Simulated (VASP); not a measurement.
Consider the following.

```xyz
3
Lattice="1.8041 -3.1249 0.0000 1.8041 3.1249 0.0000 0.0000 0.0000 6.4131" Properties=species:S:1:pos:R:3 pbc="T T T"
Zr     0.0000     0.0000     0.0000
S      1.8041     1.0416     1.4204
S      1.8041    -1.0416     4.9927
```

Computed with PBE GGA, VASP's PBE PAW potentials (set 64) (plane waves; VASP 6.6.1). Settings: 520 eV cut-off, 8×8×4 Γ-centred mesh, Gaussian smearing of 0.050 eV, potentials Zr_sv S.

Without a dispersion term in the relaxation, distances and binding between the weakly bound layers, chains or molecules are unreliable, and so is what depends on them.

Task: The ions and cell shape at fixed volume are relaxed. Predict the relaxed structure.

Result: 
```xyz
3
Lattice="1.8369 -3.1816 0.0000 1.8369 3.1816 0.0000 0.0000 0.0000 6.1862" Properties=species:S:1:pos:R:3 pbc="T T T"
Zr     0.0000     0.0000     0.0000
S      1.8369     1.0605     1.4524
S      1.8369    -1.0605     4.7338
```
Space group P-3m1 (164), at a tolerance of 0.03 Å.

Task: How much energy does the relaxation gain?

Result: The energy (σ→0) changes by -23.8 meV/atom, in 7 ionic steps.

```csv
step,E(σ→0) (eV),max force (eV/Å),pressure (GPa),volume (Å³)
1,-21.3606,0.764,5.74,72.31
2,-21.4050,0.350,3.53,72.31
3,-21.4209,0.108,1.10,72.31
4,-21.4304,0.055,0.65,72.31
5,-21.4318,0.029,0.39,72.31
6,-21.4318,0.028,0.38,72.31
7,-21.4319,0.008,0.48,72.31
```

The compound is ZrS2 in the 1T layered structure. This cell is one point of a volume scan, at 0.94 of the reference volume. Symmetry was kept, so distortions that lower it aren't found.
